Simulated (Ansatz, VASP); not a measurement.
# Cross-check of Mo between VASP and Ansatz

One calculation is typed for both programs; each brings its own data sets and cutoff. How far apart do they land? The cell is taken from a series of VASP runs on this material, whose earlier steps may have relaxed, scaled or displaced it; both programs get it as it stands.

Program: Ansatz 0.2.0. Level of theory: plane waves, with VASP 6.6.1 beside it; relaxation of cell and atoms at PBE. Results are calculated unless marked as measured.

**1. The structure**

Symmetry: Im-3m, No. 229, cubic system. Conventional cell: a = 3.163 Å, b = 3.163 Å, c = 3.163 Å, α = 90.00°, β = 90.00°, γ = 90.00°. Nearest to Mo lie 8 Mo at 2.74 Å.

Structure file:

```cif
data_structure
_symmetry_space_group_name_H-M 'Im-3m'
_symmetry_Int_Tables_number 229
_cell_length_a 3.1627
_cell_length_b 3.1627
_cell_length_c 3.1627
_cell_angle_alpha 90.000
_cell_angle_beta 90.000
_cell_angle_gamma 90.000
_cell_volume 31.64
loop_
_atom_site_label
_atom_site_type_symbol
_atom_site_symmetry_multiplicity
_atom_site_Wyckoff_symbol
_atom_site_fract_x
_atom_site_fract_y
_atom_site_fract_z
_atom_site_occupancy
Mo1 Mo 2 a 0.00000 0.00000 0.00000 1
```

**2. Ansatz: relaxation of cell and atoms, PBE**

Ansatz runs on its default PAW (the set named soft_2) files.

The relaxed volume is the usual yardstick between codes: its relative difference is about their pressure difference at one cell divided by the bulk modulus.

input.yaml reads:

```yaml
crystal:
  lattice:
    - [-1.5813597057, 1.5813597057, 1.5813597057]
    - [1.5813597057, -1.5813597057, 1.5813597057]
    - [1.5813597057, 1.5813597057, -1.5813597057]
  atoms:
    - { symbol: Mo, position: [0.0, 0.0, 0.0] }
hamiltonian:
  xc: pbe
  pseudopotentials: { kind: paw }
kpoints:
  mp_grid: { grid: [22, 22, 22] }
scf:
  occupations: { method: methfessel_paxton, width: 0.15 }
relax:
  f_tol: 0.01
  max_steps: 60
  cell: { stress_tol: 0.05 }
output:
  forces: true
  stress: true
```

Started as:

```
> ansatz run input.yaml --threads 4 --pin off --max-ram 9216MiB --backend cpu --events-out ev --progress --plain --runs-dir out
```

Numbers of over 12 decimals in the logs are rounded to 6 here.

What it wrote:

```text
Engine: ansatz 0.2.0, aarch64-unknown-linux-gnu
Pseudopotentials: kind: paw
Pseudopotential: Mo, paw, valence charge 14, recommended cutoff 420 eV (normal), Mo.paw.azcp
Functional definition: PBE
  parameter kappa = 0.804
  parameter beta = 0.066725
  exchange = pbe_x(kappa = kappa, mu = beta*pi^2/3)
  correlation = pbe_c(beta = beta)
Crystal: 1 atoms, lattice volume = 15.818 Å³
Basis set: ecut = 420 eV, 321 PW (Γ), exchange–correlation on 40×40×40 points (8 copies of the dense FFT grid, shifted against one another)
Bands: 11, of which v1, the nominal top of the filled ones, is band 7 counted from 1 (6 counted from 0)
Symmetry: 48 space group operations
Space group: Im-3m (ITA 229), of the structure as read, at distance tolerance 2.5e-5 Å
k-points: 328 of 10648
Non-local potential: Mo, projectors of the file, l = 0: 3, l = 1: 2, l = 2: 2, l = 3: 1
PAW form: soft (Blöchl's): semilocal exchange-correlation on the pseudo side does not see the compensation charge
PAW one-centre angular grid: Mo, 590 points (default); XC on 64 Gauss nodes
Initial density: superposition of atomic densities (neutral atoms: chi_scale 0, normalization atom), corrected by the library's trained network
Initial wavefunctions: pseudopotential atomic-orbital guess
Functional: x = pbe(κ = 0.804, μ = 0.219515), c = pbe(β = 0.066725)
SCF iter   1: F=—  HF=-4956.020424 eV  |F-HF|=—  |Δ(HF+E_count)|=         —  Δρ=2.38e-3  dr2=5.15e-4  ethr=1.77e-3  ⟨swp⟩=5.0  Hψ=20425  notcnv=0
preconditioner: auto → none  [metal: Δε(μ)=0.006 eV  Ē_g=8.231 eV  σ=0.150 eV  W_gap=0.04  n_scr=0 (ndim 8)  ℏωp=22.9 eV  f_vac=0.000  D(μ)=0.73/eV (n_scr^D=12)]
SCF iter   2: F=—  HF=-4956.020369 eV  |F-HF|=—  |Δ(HF+E_count)|=   5.57e-5  S|Δr|=    0.00e0  Δρ=1.17e-3  dr2=8.44e-5  ethr=3.68e-6  ⟨swp⟩=2.7  Hψ=8497  notcnv=0
SCF iter   3: F=—  HF=-4956.020385 eV  |F-HF|=—  |Δ(HF+E_count)|=   1.59e-5  S|Δr|=    0.00e0  Δρ=2.80e-4  dr2=8.14e-6  ethr=6.03e-7  ⟨swp⟩=2.0  Hψ=5881  notcnv=0
SCF iter   4: F=—  HF=-4956.020385 eV  |F-HF|=—  |Δ(HF+E_count)|=   3.45e-7  S|Δr|=    0.00e0  Δρ=5.24e-5  dr2=1.48e-7  ethr=5.81e-8  ⟨swp⟩=2.1  Hψ=4431  notcnv=0
SCF iter   5: F=-4956.020385 eV  HF=-4956.020385 eV  |F-HF|=2.81e-8  |Δ(HF+E_count)|=   2.34e-8  S|Δr|=    0.00e0  Δρ=2.48e-5  dr2=3.81e-8  ethr=7.14e-10  ⟨swp⟩=4.0  Hψ=11678  notcnv=0
SCF 1 converged in 5 iterations: F = -4956.020385 eV  dr2 = 3.81e-8
  greatest PAW one-centre occupation: 0.998 electrons in one spin orbital (limit 2), on the Mo atom at site 0 (counted from 0), in its partial waves of l = 0
relax step   1: F+E_penalty+E_count = -4956.02038486 eV  Δ(F+E_penalty+E_count) = +0.000e0 eV  max|allowed force component| = 0.000e0 eV/Å  Δτ_max = 0.0000 Å  P = -0.487 GPa  Ω = 15.818 Å³  (5 SCF iters, dr2 threshold 1.00e-7 eV, accepted)
[...]
relax step   2: F+E_penalty+E_count = -4956.02027171 eV  Δ(F+E_penalty+E_count) = +1.132e-4 eV  max|allowed force component| = 0.000e0 eV/Å  Δτ_max = 0.0000 Å  P = +0.991 GPa  Ω = 15.728 Å³  energy of the carried Pulay correction = +2.638e-5 eV  (3 SCF iters, dr2 threshold 1.00e-7 eV, rejected (line search))
[...]
relax step   3: F+E_penalty+E_count = -4956.02043894 eV  Δ(F+E_penalty+E_count) = -5.408e-5 eV  max|allowed force component| = 0.000e0 eV/Å  Δτ_max = 0.0000 Å  P = -0.002 GPa  Ω = 15.788 Å³  energy of the carried Pulay correction = +8.709e-6 eV  (6 SCF iters, accepted)
[...]
relax step   4: F+E_penalty+E_count = -4956.02042881 eV  Δ(F+E_penalty+E_count) = +1.012e-5 eV  max|allowed force component| = 0.000e0 eV/Å  Δτ_max = 0.0000 Å  P = -0.002 GPa  Ω = 15.788 Å³  stress off target by 1.92e-3 GPa  SCF on the basis re-selected at this cell (its energy is not comparable with the rows above)  (3 SCF iters)
basis re-selected at this cell: Δ(F+E_penalty+E_count) = +1.012e-5 eV, ΔP = +0.000 GPa vs the last step (what re-selecting the basis moved, of the pressure what is left beyond the Pulay correction that the steps carried, after the strain that the cell walked since its last selection, with what the two solves' SCF thresholds leave and, on support functions, any second-order correction that the steps lacked; it is no measure of the basis error at this ecutwfc). This SCF's stress stands 1.92e-3 GPa from its target on what of the cell is left free (relax.cell.stress_tol is 5.00e-2 GPa) and its largest allowed force component is 0.00e0 eV/Å (relax.f_tol is 1.00e-2 eV/Å): [rest of the remark cut]
SCF converged after 3 iterations
Stability not checked: this state was not tested for a lower state beside it, because cold or Methfessel-Paxton smearing, or corrected tetrahedra, fill the levels in a way that the test cannot read (fill_not_monotonic; see scf.lower_state_search)
Free energy (F): -4956.020429 eV
Harris-Foulkes:  -4956.020429 eV  (|F-HF|=2.73e-12)
Internal energy: -4956.019936 eV  (E = F + TS)
E sigma→0 (E₀):  -4956.020306 eV
Entropy (-TS):   -0.000493 eV (-0.493 meV/atom)
Fermi energy:    20.839852 eV
--- Per-component energies (eV) ---
  E_band       = -58.119717
  E_kinetic    = 440.615736
  E_local      = -790.984301  (includes V_loc(G=0)·N_el)
  E_nonlocal   = 142.540984
  E_hartree    = 261.272239
  E_xc         = -183.490884
  E_vxc        = -229.011341  (∫ρ·V_xc dr)
  E_paw        = -3201.174824  (= ΣΔE_a)
  E_vpaw       = -143.825263  (= ΣTr[D̂ρ^β])
  E_aug_tail   = 0.000042  (compensation charges beyond the density's cutoff)
  E_ewald      = -1624.798927
  E_smearing   = -0.000493  (= −TS)
  E_closure    = 0.000000  (closes the sum)
  Σ components = -4956.020429   (vs F -4956.020429, Δ=0.00e0)
--- Forces (eV/Å), atoms counted from 1 ---
  atom   1  Mo    -0.00000000     0.00000000    -0.00000000
  max |Σ_I F_I| component: 1.85e-32 eV/Å
--- Stress (GPa, compression-positive) ---
       -0.001919      -0.000000       0.000000
       -0.000000      -0.001919       0.000000
        0.000000      -0.000000      -0.001919
  P = ⅓ Tr σ = -0.0019 GPa (-0.019 kbar)
--- Relaxed structure (3 steps of the walk, 2 accepted, 1 SCFs on fresh bases) ---
  F+E_penalty+E_count = -4956.02042881 eV   max|allowed force component| = 0.000e0 eV/Å   (the final SCF, on the basis selected at the relaxed cell)
  cell:  # Å, volume = 15.7883 Å³
    - [-1.580368, 1.580368, 1.580368]
    - [1.580368, -1.580368, 1.580368]
    - [1.580368, 1.580368, -1.580368]
  atoms:
    - { symbol: Mo, position: [0.0, 0.0, 0.0] }
```

Elapsed: 2.9 s, on 4 threads of Arm Neoverse V2, shared host; peak memory 0.34 GiB; 9.1 s of CPU time.

**3. VASP: relaxation of cell and atoms, PBE**

The same cell, functional, mesh and smearing now go to VASP, with its own data sets and cutoff.

Lines of VASP's logs that name or quote its potential files are left out, and so is its time.

INCAR reads:

```
SYSTEM = Mo
PREC = Accurate
ENCUT = 520
EDIFF = 1E-07
NELM = 100
ISMEAR = 1
SIGMA = 0.15
LREAL = .FALSE.
ALGO = Normal
GGA = PE
NBANDS = 13
LASPH = .TRUE.
LORBIT = 11
LWAVE = .FALSE.
LCHARG = .FALSE.
KPAR = 4
IBRION = 2
NSW = 50
ISIF = 3
EDIFFG = -0.005
```

POSCAR reads:

```
Mo
1.0
   -1.5813597057      1.5813597057      1.5813597057
    1.5813597057     -1.5813597057      1.5813597057
    1.5813597057      1.5813597057     -1.5813597057
Mo
1
Direct
    0.0000000000      0.0000000000      0.0000000000
```

KPOINTS reads:

```
Automatic mesh
0
Gamma
22 22 22
0 0 0
```

The projector-augmented-wave data sets are Mo_sv (PBE family, release 64).

Started as:

```
> mpirun -np 4 vasp_std
```

What it wrote:

```text
[banner, memory and clock lines left out]
running    4 mpi-ranks, on    1 nodes
 distrk:  each k-point on    1 cores,    4 groups
 distr:  one band on    1 cores,    1 groups

 POSCAR found type information on POSCAR Mo
 POSCAR found :  1 types and       1 ions
 LDA part: xc-table for (Slater+PW92), standard interpolation
 POSCAR, INCAR and KPOINTS ok, starting setup
 FFT: planning ... GRIDC
 FFT: planning ... GRID_SOFT
 FFT: planning ... GRID
 WAVECAR not read
 entering main loop
       N       E                     dE             d eps       ncg     rms          rms(c)
DAV:   1     0.929703586384E+02    0.92970E+02   -0.80384E+03  8623   0.110E+03
DAV:   2    -0.104410945864E+02   -0.10341E+03   -0.99662E+02  9833   0.312E+02
DAV:   3    -0.115990729587E+02   -0.11580E+01   -0.11547E+01  9643   0.329E+01
DAV:   4    -0.116017146757E+02   -0.26417E-02   -0.26417E-02  9478   0.192E+00
DAV:   5    -0.116017320837E+02   -0.17408E-04   -0.17408E-04  9753   0.138E-01    0.143E+01
DAV:   6    -0.110172277409E+02    0.58450E+00   -0.73032E-01  8758   0.105E+01    0.383E+00
DAV:   7    -0.109375856543E+02    0.79642E-01   -0.14528E-01  9453   0.445E+00    0.976E-01
DAV:   8    -0.109339935798E+02    0.35921E-02   -0.41668E-03  8823   0.825E-01    0.183E-01
DAV:   9    -0.109340473793E+02   -0.53799E-04   -0.12689E-04 10013   0.141E-01    0.734E-02
DAV:  10    -0.109340572849E+02   -0.99056E-05   -0.14783E-05  8803   0.456E-02    0.642E-03
DAV:  11    -0.109340575061E+02   -0.22120E-06   -0.13924E-07  8077   0.399E-03    0.119E-03
DAV:  12    -0.109340572961E+02    0.20996E-06   -0.12329E-08  4519   0.138E-03    0.659E-05
DAV:  13    -0.109340573053E+02   -0.91236E-08   -0.92706E-10  4404   0.363E-04
   1 F= -.10934057E+02 E0= -.10933895E+02  d E =-.109341E+02
 curvature:   0.00 expect dE= 0.000E+00 dE for cont linesearch  0.000E+00
 trial: gam= 0.00000 g(F)=  0.586E-64 g(S)=  0.273E-06 ort = 0.000E+00 (trialstep = 0.100E+01)
 search vector abs. value=  0.273E-06
 reached required accuracy - stopping structural energy minimisation
```

From OUTCAR (step 3):

```text
ion  position               nearest neighbor table
   1  0.000  0.000  0.000-

  LATTYP: Found a body centered cubic cell.
 ALAT       =     3.1627194114

 Subroutine GETGRP returns: Found 48 space group operations
 (whereof 48 operations were pure point group operations)

The static configuration has the point symmetry O_h .

 Found    328 irreducible k-points:

   k-points           NKPTS =    328   k-points in BZ     NKDIM =    328   number of bands    NBANDS=     13

   dimension x,y,z NGX =    20 NGY =   20 NGZ =   20
   dimension x,y,z NGXF=    40 NGYF=   40 NGZF=   40

   ENCUT  =  520.0 eV  38.22 Ry    6.18 a.u.   5.09  5.09  5.09*2*pi/ulx,y,z

   NELECT =      14.0000    total number of electrons

 k-points in reciprocal lattice and weights: Automatic mesh
   0.00000000  0.00000000  0.00000000       0.000
   0.04545455  0.00000000  0.00000000       0.001
   0.09090909  0.00000000  0.00000000       0.001
   0.13636364  0.00000000  0.00000000       0.001
   0.18181818  0.00000000  0.00000000       0.001
   0.22727273  0.00000000  0.00000000       0.001
   0.27272727  0.00000000  0.00000000       0.001
   0.31818182  0.00000000  0.00000000       0.001
   0.36363636  0.00000000  0.00000000       0.001
[...]
0.50000000  0.50000000  0.45454545       0.001
   0.50000000  0.50000000  0.50000000       0.000

 average (electrostatic) potential at core
       1 -69.3972

 E-fermi :  12.3817

 k-point     1 :       0.0000    0.0000    0.0000
  band No.  band energies     occupation
    ...
      4     -22.1686      2.00000
      5       5.2072      2.00000
      6      11.0627      2.00000
      7      11.0627      2.00000
      8      11.0627      2.00000
      9      14.0445     -0.00000
     10      14.0445     -0.00000
     11      27.2174      0.00000
     12      27.2174      0.00000
     13      27.2174      0.00000

 k-point     2 :       0.0455    0.0000    0.0000
  band No.  band energies     occupation
    ...
      4     -22.1688      2.00000
      5       5.2982      2.00000
      6      11.0114      2.00000
      7      11.0551      2.00000
      8      11.1474      2.00000
      9      13.9668     -0.00000
     10      14.0457     -0.00000
     11      27.2864      0.00000
     12      27.3701      0.00000
     13      27.3972      0.00000

 k-point     3 :       0.0909    0.0000    0.0000
  band No.  band energies     occupation
    ...
      4     -22.1694      2.00000
      5       5.5626      2.00000
      6      10.8652      2.00000
      7      11.0236      2.00000
      8      11.3989      2.00000
      9      13.7761     -0.00000
     10      14.0517     -0.00000
     11      27.4660      0.00000
     12      27.8196      0.00000
     13      27.8741      0.00000

  Total        0.0013729      0.0013729      0.0013729      0.0000000      0.0000000      0.0000000
  in kB        0.1390625      0.1390625      0.1390625      0.0000000      0.0000000      0.0000000
  external PRESSURE =       0.1390625 kB  Pullay stress =       0.0000000 kB

  energy-cutoff  :      520.00
  volume of cell :       15.82
      direct lattice vectors                 reciprocal lattice vectors
    -1.581359706  1.581359706  1.581359706     0.000000000  0.316183597  0.316183597
     1.581359706 -1.581359706  1.581359706     0.316183597  0.000000000  0.316183597
     1.581359706  1.581359706 -1.581359706     0.316183597  0.316183597  0.000000000

 POSITION                                       TOTAL-FORCE (eV/Angst)
 -----------------------------------------------------------------------------------
      0.00000      0.00000      0.00000         0.000000      0.000000     -0.000000
 -----------------------------------------------------------------------------------
    total drift:                                0.000000     -0.000000      0.000000

  FREE ENERGIE OF THE ION-ELECTRON SYSTEM (eV)
  ---------------------------------------------------
  free  energy   TOTEN  =       -10.9340573053 eV

  energy  without entropy=      -10.9335714297  energy(sigma->0) =      -10.93389535

 reached required accuracy - stopping structural energy minimisation

 total charge
# of ion       s       p       d       tot
------------------------------------------
    1        2.378   6.201   3.894  12.474

[... 3 further parts left out ...]
```

CONTCAR:

```
Mo
   1.00000000000000
    -1.5813597057000000    1.5813597057000000    1.5813597057000000
     1.5813597057000000   -1.5813597057000000    1.5813597057000000
     1.5813597057000000    1.5813597057000000   -1.5813597057000000
  Mo
     1
Direct
     0.0000000000000000    0.0000000000000000    0.0000000000000000
```

**4. Comparison**

Known differences besides the potentials themselves: both relaxations stop at a tolerance, which leaves soft axes loose, and VASP keeps its plane-wave basis; the cutoff is 420 eV in Ansatz and 520 eV in VASP; Ansatz adds a Pulay correction to the stress that steers its cell, VASP none. Total energies have different zeros and are not compared.

Both answers:

| quantity | Ansatz | VASP | difference |
| --- | --- | --- | --- |
| volume (Å³) | 15.79 | 15.82 | -0.19 % |
| edge a after relaxation, in the typed setting (Å) | 2.737 | 2.739 | -0.06 % |

The walks stopped with 0.00 GPa left in Ansatz and 0.01 GPa in VASP; each walk ends within a tolerance, so the volume difference is uncertain by about these residues over the bulk modulus, most in soft cells.

**5. Results**

* difference in volume (relaxation of cell and atoms, PBE): -0.19 %

The difference in volume is -0.19 % (relaxation of cell and atoms, PBE), within the 1.2 % picked in this series as the mark of a large difference, as far as the stopping tolerances let one tell. Such differences can come from data sets, numerical settings and the points named under the comparisons, not from the functional's error against experiment.

[Lines on the potential files, build, host, timing and source positions are cut from VASP's logs without a mark.]

[Logs are printed without paths, hosts, clocks, repeated set-up lines and the standing remarks that a program may print on its own settings, such as how far it seeks lower states.]

[Hosts, paths, dates, database ids (printed as entryN), source tags and the programs' standing remarks are cut or masked in the printed files.]
